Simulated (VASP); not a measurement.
Calculation: LDA (Ceperley-Alder, Perdew-Zunger), VASP's LDA PAW potentials (set 64) (plane waves; VASP). Each cell was relaxed at this level, without spin-orbit coupling.

Which of these comes out without a gap?
A. TlBr, Pm-3m (221)
B. InSb, F-43m (216)
C. CdI2, P-3m1 (164)
D. LiF, Fm-3m (225)

B, InSb, F-43m (216). The others have gaps of 1.35 eV (TlBr, Pm-3m (221)), 2.21 eV (CdI2, P-3m1 (164)), 9.71 eV (LiF, Fm-3m (225)).
